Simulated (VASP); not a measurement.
Runs of VASP 6.6.1 on Sr. The structure is cubic, space group Fm-3m (No. 225). Conventional cell: a = 5.922 Å, b = 5.922 Å, c = 5.922 Å, α = 90.00°, β = 90.00°, γ = 90.00°. Sr (site symmetry m-3m) has 12 Sr at 4.19 Å as nearest neighbours. 

| level | k mesh | cutoff (eV) | smearing | gap on the mesh (eV) | pressure (GPa) |
| --- | --- | --- | --- | --- | --- |
| r2SCAN | 12 × 12 × 12 | 520 | gaussian 0.1 eV | none | (a) |
| PBEsol | 12 × 12 × 12 | 520 | gaussian 0.5 eV | none | 0.2 |
| PBEsol | 18 × 18 × 18 | 520 | gaussian 0.1 eV | none | 0.0 |
| PBEsol | 12 × 12 × 12 | 700 | gaussian 0.1 eV | none | 0.0 |
| PBEsol | 12 × 12 × 12 | 900 | gaussian 0.1 eV | none | 0.0 |

Alike in all rows: task single point; potentials or basis VASP PAW PBE potentials, release 64 (Sr_sv); no spin polarisation; cell as given.

Estimate the missing entries.

(a) 1.2.

Caveats: the PAW data sets were made with another functional, which shifts forces and pressure a little.

A k mesh can miss the band edges, and the runs leave out spin-orbit coupling on Sr.

A gap of «none» marks a metal or a gap under the smearing width.
